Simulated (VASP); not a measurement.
Here is the system:

```yaml
crystal:
  lattice:
    - [0.00000, 2.86616, 2.74484]
    - [2.74664, 0.00000, 2.74484]
    - [2.74664, 2.86616, 0.00000]
  atoms:
    - { symbol: Ge, position: [0.00000, 0.00000, 0.00000] }
    - { symbol: Ge, position: [0.24346, 0.25654, 0.25654] }
```

The numbers are results of PBE GGA, VASP's PBE PAW potentials (set 64) (plane waves; VASP), not measurements. Run with 400 eV cut-off, 7×7×7 Γ-centred mesh, Gaussian smearing of 0.050 eV, potentials Ge_d.

### Question
Which forces act on the atoms, in eV/Å?

### Answer

```tsv
atom	Fx	Fy	Fz
Ge1	0.456	0.000	0.000
Ge2	-0.456	0.000	0.000
```

### Question
Give the stress tensor in GPa (positive for a compressed cell).

### Answer

```
 8.19   0.00   0.00
 0.00   4.81  -1.47
 0.00  -1.47   8.28
```
The pressure is its mean diagonal, 7.09 GPa.

The compound is Ge in the diamond structure. The cell was not relaxed at this level, atoms are displaced from their ideal sites. The run is one of a series of settings (EDIFF = 1E-8 against the base run), some of them coarse on purpose.
